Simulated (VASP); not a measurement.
Set up this calculation in VASP 6.6.1, as the native input.

- Task: relaxation of cell and atoms
- Functional: PBE
- Potentials or basis: VASP PAW PBE potentials, release 64 (Mg, Cd, Se, O)
- Cutoff: 520 eV
- k mesh: 6 × 6 × 4
- Occupations: gaussian, width 0.03 eV
- Spin: no spin polarisation
- Further INCAR settings: ALGO = Normal; EDIFF = 1e-07; IBRION = 2; POTIM = 0.3; EDIFFG = -0.005; NSW = 60; ISIF = 3

The structure of Mg3CdSe2O2 lies in POSCAR:

```
Mg3CdSe2O2                              
1.0
    3.8881723081      0.0000000000      0.0000000000
    0.0000000000      3.8881723081      0.0000000000
   -0.0000000000      0.0000000000      9.8130560280
  Mg              Cd              Se              O             
     3     1     2     2
Direct
     1.0000000000000000    0.0000000000000000    0.0000000000000000
     0.5000000000000000    0.5000000000000000    0.8482595738027550
     0.5000000000000000    0.5000000000000000    0.1517404261972451
     0.0000000000000000    0.0000000000000000    0.5000000000000000
     0.5000000000000000    0.0000000000000000    0.6807796092821471
     0.0000000000000000    0.5000000000000000    0.3192203907178530
     0.5000000000000000    0.0000000000000000    0.0614888700784941
     0.0000000000000000    0.5000000000000000    0.9385111299215058
```

The cell was built by a generator and needn't be a form met in nature.

One way to write it, as run:

INCAR

```
SYSTEM = Mg3CdSe2O2
PREC = Accurate
ENCUT = 520
EDIFF = 1E-7
ISMEAR = 0
SIGMA = 0.03
LREAL = .False.
LASPH = .True.
NELM = 120
ALGO = Normal
ISIF = 3
LWAVE = .False.
LCHARG = .False.
GGA = PE
IBRION = 2
NSW = 60
EDIFFG = -0.005
POTIM = 0.3
KPAR = 4
```

KPOINTS

```
Automatic mesh
0
Gamma
  6 6 4
  0 0 0
```

Potentials or basis: VASP PAW PBE potentials, release 64 (Mg, Cd, Se, O).

Launch:

```console
$ cat potpaw_PBE.64/Mg/POTCAR potpaw_PBE.64/Cd/POTCAR potpaw_PBE.64/Se/POTCAR potpaw_PBE.64/O/POTCAR > POTCAR
$ mpirun -np 4 vasp_std > vasp.out
```

Results of the run:

```yaml
Energy_gained_by_relaxing: 0.0 meV/atom
Ionic_steps: 5
Pressure_after_relaxing: 0.0 GPa
Band_gap_on_the_k_mesh: 1.09 eV, indirect (least direct gap 1.17 eV)
```

It took 86 s on 4 MPI ranks on Intel(R) Xeon(R) Platinum 8559C (Emerald Rapids) (shared host), peak memory 0.35 GiB a rank.
